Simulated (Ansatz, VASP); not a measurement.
**Zn40Se11S29: VASP beside Ansatz**

Aim: how closely do two programs agree when they are given the same cell, functional and k mesh? The cell is taken from a series of runs on this material, whose earlier steps may have relaxed, scaled, displaced or heated it; both programs get it as it stands.

Calculated with Ansatz 0.2.0; plane waves, with VASP 6.6.1 beside it; single point at LDA.

## Step 1: Starting point

The cell holds 80 atoms: 40 Zn, 29 S and 11 Se. Its edges and angles: a = 11.843 Å, b = 11.843 Å, c = 11.843 Å, α = 90.0°, β = 90.0°, γ = 90.0°.

## Step 2: Ansatz: single point, LDA

Ansatz runs on its default PAW (the set named soft_2) files.

With cell and atoms fixed, the geometry can't cause a difference; cores, projectors, grids and the points listed under the comparison can.

The input, input.yaml:

```yaml
crystal:
  lattice:
    - [11.8432, 0.0, 0.0]
    - [0.0, 11.8432, 0.0]
    - [0.0, 0.0, 11.8432]
  atoms:
    - { symbol: Zn, position: [0.45463, 0.49755, 0.1639] }
    - { symbol: Zn, position: [0.47304, 0.01328, 0.15323] }
    - { symbol: Zn, position: [0.38126, 0.75057, 0.36459] }
    - { symbol: Zn, position: [0.16406, 0.50946, 0.24884] }
    - { symbol: Zn, position: [0.96368, 0.4939, 0.66093] }
    - { symbol: Zn, position: [0.1729, 0.99769, 0.27017] }
    - { symbol: Zn, position: [0.66076, 0.24619, 0.25652] }
    - { symbol: Zn, position: [0.5614, 0.74403, 0.95555] }
    - { symbol: Zn, position: [0.54604, 0.24707, 0.94828] }
    - { symbol: Zn, position: [0.44958, 0.26165, 0.64997] }
    - { symbol: Zn, position: [0.35696, 0.50245, 0.83517] }
    - { symbol: Zn, position: [0.57141, 0.00741, 0.45704] }
    - { symbol: Zn, position: [0.25901, 0.49434, 0.54742] }
    - { symbol: Zn, position: [0.57129, 0.49888, 0.46049] }
    - { symbol: Zn, position: [0.0652, 0.49878, 0.96785] }
    - { symbol: Zn, position: [0.78261, 0.01874, 0.07091] }
    - { symbol: Zn, position: [0.24903, 0.75565, 0.03598] }
    - { symbol: Zn, position: [0.96804, 0.24958, 0.17297] }
    - { symbol: Zn, position: [0.15571, 0.24654, 0.75034] }
    - { symbol: Zn, position: [0.8725, 0.00277, 0.35889] }
    - { symbol: Zn, position: [0.26265, 0.24918, 0.04739] }
    - { symbol: Zn, position: [0.06366, 0.26149, 0.46465] }
    - { symbol: Zn, position: [0.77041, 0.73893, 0.53736] }
    - { symbol: Zn, position: [0.66204, 0.4874, 0.76087] }
    - { symbol: Zn, position: [0.18382, 0.76075, 0.74515] }
    - { symbol: Zn, position: [0.85366, 0.74835, 0.84847] }
    - { symbol: Zn, position: [0.08004, 0.01443, 0.9512] }
    - { symbol: Zn, position: [0.8684, 0.25051, 0.85508] }
    - { symbol: Zn, position: [0.85957, 0.49125, 0.36176] }
    - { symbol: Zn, position: [0.27242, 0.00373, 0.53479] }
    - { symbol: Zn, position: [0.97416, 0.00302, 0.66199] }
    - { symbol: Zn, position: [0.75041, 0.50316, 0.06887] }
    - { symbol: Zn, position: [0.66766, 0.74737, 0.25909] }
    - { symbol: Zn, position: [0.76296, 0.24758, 0.56416] }
    - { symbol: Zn, position: [0.95793, 0.74907, 0.16055] }
    - { symbol: Zn, position: [0.36785, 0.25356, 0.35307] }
    - { symbol: Zn, position: [0.06202, 0.7366, 0.43804] }
    - { symbol: Zn, position: [0.65109, 0.993, 0.77459] }
    - { symbol: Zn, position: [0.35767, 0.00203, 0.84686] }
    - { symbol: Zn, position: [0.4826, 0.74851, 0.65558] }
    - { symbol: S, position: [0.20908, 0.8747, 0.89532] }
    - { symbol: S, position: [0.21617, 0.37644, 0.90298] }
    - { symbol: S, position: [0.52154, 0.6243, 0.30811] }
    - { symbol: S, position: [0.71826, 0.87282, 0.40402] }
    - { symbol: S, position: [0.71536, 0.36991, 0.40376] }
    - { symbol: S, position: [0.8145, 0.62018, 0.21147] }
    - { symbol: S, position: [0.50916, 0.37947, 0.80594] }
    - { symbol: S, position: [0.40397, 0.11999, 0.99626] }
    - { symbol: S, position: [0.61792, 0.61153, 0.60922] }
    - { symbol: S, position: [0.31483, 0.62174, 0.68666] }
    - { symbol: S, position: [0.01517, 0.12925, 0.81213] }
    - { symbol: S, position: [0.51492, 0.12753, 0.31204] }
    - { symbol: S, position: [0.2157, 0.62719, 0.40498] }
    - { symbol: S, position: [0.8174, 0.1374, 0.23036] }
    - { symbol: S, position: [0.11082, 0.62526, 0.10638] }
    - { symbol: S, position: [0.01379, 0.87553, 0.31085] }
    - { symbol: S, position: [0.81139, 0.38024, 0.70731] }
    - { symbol: S, position: [0.4102, 0.37075, 0.49885] }
    - { symbol: S, position: [0.91352, 0.62179, 0.50795] }
    - { symbol: S, position: [0.12378, 0.12116, 0.11794] }
    - { symbol: S, position: [0.91862, 0.13183, 0.52005] }
    - { symbol: S, position: [0.3018, 0.12682, 0.69549] }
    - { symbol: S, position: [0.43012, 0.88178, 0.5059] }
    - { symbol: S, position: [0.31068, 0.38066, 0.20669] }
    - { symbol: S, position: [0.71093, 0.61886, 0.90435] }
    - { symbol: S, position: [0.11906, 0.38088, 0.61181] }
    - { symbol: S, position: [0.2141, 0.13385, 0.40904] }
    - { symbol: S, position: [0.50299, 0.87264, 0.80652] }
    - { symbol: S, position: [0.02135, 0.37208, 0.31254] }
    - { symbol: Se, position: [0.40222, 0.6174, 0.00626] }
    - { symbol: Se, position: [0.8082, 0.87603, 0.69195] }
    - { symbol: Se, position: [0.91314, 0.36714, 0.02146] }
    - { symbol: Se, position: [0.01407, 0.62745, 0.80453] }
    - { symbol: Se, position: [0.59706, 0.37554, 0.10254] }
    - { symbol: Se, position: [0.60035, 0.12928, 0.61937] }
    - { symbol: Se, position: [0.92841, 0.86671, 0.00401] }
    - { symbol: Se, position: [0.7074, 0.12455, 0.91016] }
    - { symbol: Se, position: [0.61906, 0.86612, 0.10141] }
    - { symbol: Se, position: [0.31873, 0.88011, 0.2085] }
    - { symbol: Se, position: [0.12343, 0.87961, 0.59361] }
kpoints:
  mp_grid: { grid: [1, 1, 1] }
hamiltonian:
  xc: lda
scf:
  occupations: { method: gaussian, width: 0.05 }
output:
  forces: true
  stress: true
  populations: intrinsic
  dos:
    method: { smearing: { sigma: 0.15 } }
    de: 0.1
    projected: { site_lists: { S: [S], Se: [Se], Zn: [Zn] } }
  eigenvalues: true
  write_density: true
  write_potential: true
  volumetric_format: npy
  elf: true
```

Launch:

```console
$ ansatz run input.yaml --threads 4 --pin off --max-ram 8192MiB --backend cpu --events-out ev --progress --plain --runs-dir out
```

Numbers of over 12 decimals in the logs are rounded to 6 here.

Output:

```text
Engine: ansatz 0.2.0, aarch64-unknown-linux-gnu
Pseudopotentials: kind: paw
Pseudopotential: Zn, paw, valence charge 12, recommended cutoff 420 eV (normal), Zn.paw.azcp
Pseudopotential: S, paw, valence charge 6, recommended cutoff 420 eV (normal), S.paw.azcp
Pseudopotential: Se, paw, valence charge 16, recommended cutoff 420 eV (normal), Se.paw.azcp
Functional definition: SPW92
  exchange = slater_x
  correlation = pw_c
Crystal: 80 atoms, lattice volume = 1661.144 Å³
Basis set: ecut = 420 eV, 32423 PW (Γ)
Bands: 498, of which v1, the nominal top of the filled ones, is band 415 counted from 1 (414 counted from 0)
Symmetry: 1 space group operations
Space group: P1 (ITA 1), of the structure as read, at distance tolerance 1.2e-4 Å
k-points: 1
Non-local potential: Zn, projectors of the file, l = 0: 2, l = 1: 2, l = 2: 3, l = 3: 1
Non-local potential: S, projectors of the file, l = 0: 2, l = 1: 2, l = 2: 2
Non-local potential: Se, projectors of the file, l = 0: 2, l = 1: 2, l = 2: 3, l = 3: 1
PAW form: soft (Blöchl's): semilocal exchange-correlation on the pseudo side does not see the compensation charge
PAW frozen core: Zn, regenerated for the run's functional, and the local potential with it (the file was generated under x = pbe(κ = 0.804, μ = 0.219515), c = pbe(β = 0.066725))
PAW frozen core: S, regenerated for the run's functional, and the local potential with it (the file was generated under x = pbe(κ = 0.804, μ = 0.219515), c = pbe(β = 0.066725))
PAW frozen core: Se, regenerated for the run's functional, and the local potential with it (the file was generated under x = pbe(κ = 0.804, μ = 0.219515), c = pbe(β = 0.066725))
PAW one-centre angular grid: Zn, 590 points (default); XC on 64 Gauss nodes
PAW one-centre angular grid: S, 110 points (default); XC on 64 Gauss nodes
PAW one-centre angular grid: Se, 590 points (default); XC on 64 Gauss nodes
Initial density: superposition of atomic densities (neutral atoms: chi_scale 0, normalization atom), corrected by the library's trained network
Initial wavefunctions: pseudopotential atomic-orbital guess
Functional: x = slater, c = lda
SCF iter   1: F=—  HF=-214337.784897 eV  |F-HF|=—  |Δ(HF+E_count)|=         —  Δρ=6.63e-3  dr2=6.82e-1  ethr=1.77e-3  ⟨swp⟩=6.0  Hψ=2057  notcnv=0  defer=27
preconditioner: auto → Resta (q_TF=auto, 2.430 Å⁻¹)  ε∞=6.6  [insulator: Δε(μ)=1.190 eV  Ē_g=10.370 eV  σ=0.050 eV  W_gap=1.00  n_scr=388 (ndim 8)  ℏωp=24.4 eV  f_vac=0.045  D(μ)=0.00/eV (n_scr^D=0)  ε∞_Penn≈6.6]
SCF iter   2: F=—  HF=-214337.612701 eV  |F-HF|=—  |Δ(HF+E_count)|=   1.72e-1  Δρ=2.92e-3  dr2=1.56e-1  ethr=8.22e-5  ⟨swp⟩=3.0  Hψ=938  notcnv=0  defer=69
SCF iter   3: F=—  HF=-214337.581320 eV  |F-HF|=—  |Δ(HF+E_count)|=   3.14e-2  Δρ=1.98e-3  dr2=3.31e-2  ethr=1.88e-5  ⟨swp⟩=2.0  Hψ=784  notcnv=0  defer=69
SCF iter   4: F=—  HF=-214337.564759 eV  |F-HF|=—  |Δ(HF+E_count)|=   1.66e-2  Δρ=4.39e-4  dr2=2.66e-3  ethr=3.99e-6  ⟨swp⟩=2.0  Hψ=709  notcnv=0  defer=69
SCF iter   5: F=—  HF=-214337.564568 eV  |F-HF|=—  |Δ(HF+E_count)|=   1.91e-4  Δρ=9.19e-5  dr2=1.64e-4  ethr=3.21e-7  ⟨swp⟩=3.0  Hψ=835  notcnv=0  defer=69
SCF iter   6: F=—  HF=-214337.564650 eV  |F-HF|=—  |Δ(HF+E_count)|=   8.18e-5  Δρ=5.74e-5  dr2=3.83e-5  ethr=1.97e-8  ⟨swp⟩=2.0  Hψ=835  notcnv=0  defer=69
SCF iter   7: F=—  HF=-214337.564571 eV  |F-HF|=—  |Δ(HF+E_count)|=   7.92e-5  Δρ=1.99e-5  dr2=5.41e-6  ethr=4.62e-9  ⟨swp⟩=2.0  Hψ=835  notcnv=0  defer=69
SCF iter   8: F=—  HF=-214337.564570 eV  |F-HF|=—  |Δ(HF+E_count)|=   7.03e-7  Δρ=5.46e-6  dr2=5.38e-7  ethr=6.51e-10  ⟨swp⟩=2.0  Hψ=835  notcnv=0  defer=69
SCF iter   9: F=-214337.564570 eV  HF=-214337.564570 eV  |F-HF|=3.02e-8  |Δ(HF+E_count)|=   1.28e-7  Δρ=2.54e-6  dr2=9.70e-8  ethr=1.20e-11  ⟨swp⟩=17.0  Hψ=4735  notcnv=0
SCF 1 converged in 9 iterations: F = -214337.564570 eV  dr2 = 9.70e-8
  greatest PAW one-centre occupation: 1.000 electrons in one spin orbital (limit 2), on the Se atom at site 73 (counted from 0), in its partial waves of l = 2
SCF converged after 9 iterations
Free energy (F): -214337.564570 eV
Harris-Foulkes:  -214337.564570 eV  (|F-HF|=3.02e-8)
Internal energy: -214337.564570 eV  (E = F + TS)
E sigma→0 (E₀):  -214337.564570 eV
Fermi energy:    6.503052 eV
--- Per-component energies (eV) ---
  E_band       = -4488.101749
  E_kinetic    = 9663.612231
  E_local      = -111872.489010  (includes V_loc(G=0)·N_el)
  E_nonlocal   = 19056.881920
  E_hartree    = 49088.712515
  E_xc         = -9333.209593
  E_vxc        = -5746.182875  (∫ρ·V_xc dr)
  E_paw        = -106862.328992  (= ΣΔE_a)
  E_vpaw       = -13767.355971  (= ΣTr[D̂ρ^β])
  E_aug_tail   = -0.021085  (compensation charges beyond the density's cutoff)
  E_ewald      = -64169.841923
  E_core_change = 91.119366  (= ΣΔE_core)
  E_smearing   = -0.000000  (= −TS)
  E_closure    = 0.000000  (closes the sum)
[...]
atom  46  S      0.00426387     0.06302249     0.20752512
  atom  47  S     -0.37819512    -0.48258792    -0.40080334
  atom  48  S      0.34374812     0.22555479     0.36039173
  atom  49  S      0.18349142     0.66453530    -0.04867486
  atom  50  S      0.39646923     0.49043821     0.52705782
  atom  51  S     -0.14728945    -0.11864033    -0.35802464
  atom  52  S      0.02454156    -0.00162976    -0.60385750
  atom  53  S      0.36156408    -0.27979805    -0.35730129
  atom  54  S      0.20115016    -0.74643551    -0.88882298
  atom  55  S     -0.09749057     0.48122228     0.07382906
  atom  56  S      0.04824966     0.02504957    -0.39745349
  atom  57  S      0.42341601    -0.80778944     0.04489928
  atom  58  S      0.18878269     0.90928598     0.09295397
  atom  59  S      0.53658623    -0.67781925    -0.53587872
  atom  60  S     -0.46457305     0.28812752    -0.46749487
  atom  61  S     -0.03447008    -0.09550976    -0.49296299
  atom  62  S      0.52979061    -0.03565818     0.38710112
  atom  63  S     -0.40816149    -0.46405361     0.08414124
  atom  64  S     -0.36609154    -0.70502811     0.02835516
  atom  65  S     -0.11891186     0.09239214     0.21666667
  atom  66  S     -0.64147432    -0.37571122    -0.14591985
  atom  67  S     -0.00405278     0.19119503    -0.48007311
  atom  68  S      0.21718196    -0.31344372     0.16090098
  atom  69  S     -0.19687061     0.77363424     0.03253336
[...]
atom  73  Se     0.50798617    -0.08396826     0.20795670
  atom  74  Se     0.74688841    -0.68465929     0.25483555
  atom  75  Se     0.67868668    -0.09990255    -0.30799587
  atom  76  Se    -0.61717996     1.19053446    -0.13516517
  atom  77  Se     0.55061475     0.44174863     0.45430682
  atom  78  Se     0.24695637     1.16166162     0.40960890
  atom  79  Se     0.25682835    -0.60726434    -0.33513159
  atom  80  Se    -0.36129100    -0.28254504    -0.09556519
  max |Σ_I F_I| component: 4.06e-5 eV/Å
--- Stress (GPa, compression-positive) ---
       -2.968227      -0.149502       0.080542
       -0.149502      -8.818023      -0.074365
        0.080542      -0.074365      -2.812833
  P = ⅓ Tr σ = -4.8664 GPa (-48.664 kbar)
--- Band table (eV) ---
  k-point 0: bands = [... 411 lower, 5.3876, 5.4028, 5.8319, 5.8811, 7.1250, 8.4582, 8.5683, 8.8419, ... 79 higher]
--- intrinsic populations: 80 sites ---
  site symbol       q [e]
     0     Zn     10.7648
     1     Zn     10.8050
     2     Zn     10.7943
     3     Zn     10.7775
     4     Zn     10.7770
     5     Zn     10.7826
     6     Zn     10.7756
     7     Zn     10.7932
     8     Zn     10.7790
     9     Zn     10.7804
    10     Zn     10.7813
    11     Zn     10.7767
    12     Zn     10.7605
    13     Zn     10.7854
    14     Zn     10.7968
    15     Zn     10.8414
    16     Zn     10.7909
    17     Zn     10.7725
    18     Zn     10.7729
    19     Zn     10.7813
    20     Zn     10.7879
    21     Zn     10.7758
    22     Zn     10.7750
    23     Zn     10.7580
[...]
72     Se     17.2427
    73     Se     17.1960
    74     Se     17.2166
    75     Se     17.2123
    76     Se     17.1909
    77     Se     17.2200
    78     Se     17.2257
    79     Se     17.2190
  spilling = 0.000000 (of n_electrons = 830.000000)
```

(Continued in part 2 of 2.)

[Lines on the potential files, build, host, timing and source positions are cut from VASP's logs without a mark.]

[Logs are printed without paths, hosts, clocks, repeated set-up lines and the standing remarks that a program may print on its own settings, such as how far it seeks lower states.]

[Hosts, paths, dates, database ids (printed as entryN), source tags and the programs' standing remarks are cut or masked in the printed files.]
